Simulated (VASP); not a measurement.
Energy against volume of PbF$_{2}$ (fluorite). Computed with rev-vdW-DF2, VASP's PBE PAW potentials (set 64) (plane waves; VASP 6.6.1). Numerical set-up: 520 eV cut-off, 7×7×7 Γ-centred mesh, Gaussian smearing of 0.050 eV, potentials Pb_d F.

```
V (Å³/atom)  E (eV/atom)
-----------  -----------
16.415          -2.74194
16.939          -2.75560
17.463          -2.76079
17.987          -2.75866
```

**Question.** Fit these four points and predict the energy of the run at 18.511 Å³/atom.

**Answer.** A cubic in V^(−2/3), the third-order Birch-Murnaghan form, passes through the four points with V0 = 17.56 Å³/atom and B0 = 73 GPa, and gives -2.7502 eV/atom there. The run gave -2.7505 eV/atom, -0.3 meV/atom from the fit; all five points give B0 = 71 GPa.

The compound is PbF2 in the fluorite structure, the β form. It was relaxed first.
